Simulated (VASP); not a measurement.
Input:

```xyz
6
Lattice="-2.7686 2.8689 4.8791 2.7686 -2.8689 4.8791 2.7686 2.8689 -4.8791" Properties=species:S:1:pos:R:3 pbc="T T T"
Si     4.1529     0.0000     0.0000
Si     1.3843     0.0000     0.0000
S      2.7686     1.7060     3.7372
S      2.7686     1.1629    -1.1419
S      0.0000     1.7060     6.0210
S      0.0000     1.1629     1.1419
```

Method: PBEsol GGA, VASP's PBE PAW potentials (set 64) (plane waves; VASP 6.6.1). Run with 400 eV cut-off, 6×6×6 Γ-centred mesh, tetrahedra with Blöchl corrections, potentials Si S.

The cores are frozen, which limits the accuracy of field gradients. Without a dispersion term in the relaxation, distances and binding between the weakly bound layers, chains or molecules are unreliable, and so is what depends on them.

Question: Give the principal components of the electric field gradient (V/Å²) and the asymmetry η at each nucleus.

Answer: 
```csv
atom,Vxx,Vyy,Vzz,η
Si1,3.3,2.1,-5.4,0.23
Si2,3.3,2.1,-5.4,0.23
S3,100.1,22.0,-122.1,0.64
S4,100.1,22.0,-122.1,0.64
S5,100.1,22.0,-122.1,0.64
S6,100.1,22.0,-122.1,0.64
```

The compound is SiS2 in the sg72 structure. It was relaxed first.
